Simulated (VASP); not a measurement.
Here is the system:

```yaml
crystal:
  lattice:
    - [1.57857, -2.73417, 0.00000]
    - [1.57857, 2.73417, 0.00000]
    - [0.00000, 0.00000, 4.99798]
  atoms:
    - { symbol: Hf, position: [0.33333, 0.66667, 0.25000] }
    - { symbol: Hf, position: [0.66667, 0.33333, 0.75000] }
```

Computed with PBE GGA, VASP's PBE PAW potentials (set 64) (plane waves; VASP). Run with 300 eV cut-off, 8×8×5 Γ-centred mesh, Gaussian smearing of 0.10 eV, potentials Hf_pv.

At this cut-off the stress carries a Pulay error, which pulls relaxed volumes low.

Give the stress tensor in GPa (positive for a compressed cell).

```
4.48  0.00  0.00
0.00  4.48  0.00
0.00  0.00  4.42
```
The pressure is its mean diagonal, 4.46 GPa.

The structure is a typed Hf crystal (P6_3/mmc). The cell was not relaxed at this level.
